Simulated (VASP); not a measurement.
Computed with PBE GGA, VASP's PBE PAW potentials (set 64) (plane waves; VASP).

The input files of a VASP run:

File KPOINTS:
```
kpoints
0
Gamma
  9 9 9
0 0 0
```

### INCAR
```
ALGO = Normal
PREC = Accurate
LCHARG = .FALSE.
LWAVE = .FALSE.
LASPH = .TRUE.   # aspherical one-centre terms
ENCUT = 520   # plane-wave cut-off (eV)
NELM = 100   # most electronic steps
SYSTEM = HfB
LREAL = .FALSE.   # projection in real space or not
LMAXMIX = 6
EDIFF = 1E-6   # SCF stop (eV)
GGA = PE
ISMEAR = 1
ISIF = 2
SIGMA = 0.1   # width (eV)
```

POSCAR:
```
HfB
1
    3.1695210000     0.0000000000     0.0000000000
    0.0000000000     3.1695210000     0.0000000000
    0.0000000000     0.0000000000     3.1695210000
Hf B
1 1
Direct
  0.0000000000   0.0000000000   0.0000000000
  0.5000000000   0.5000000000   0.5000000000
```

POTCAR, in this order: Hf_pv B (PBE.64 set). Program: vasp_std.

Task: What will the output report for the number of irreducible k-points (NKPTS), number of bands (NBANDS), largest plane-wave count, number of space-group operations, FFT grid (NGX, NGY, NGZ)?

Result: 
| Property | Result |
|---|---|
| number of irreducible k-points (NKPTS) | 35 |
| number of bands (NBANDS) | 10 |
| largest plane-wave count | 877 |
| number of space-group operations | 48 |
| FFT grid (NGX, NGY, NGZ) | 24 × 24 × 24 |

The structure was generated: HfB was put into the CsCl type (Pm-3m), which need not be its known phase. The cell was not relaxed at this level. The electron count is odd and the run is not spin-polarised, which forces a metal.
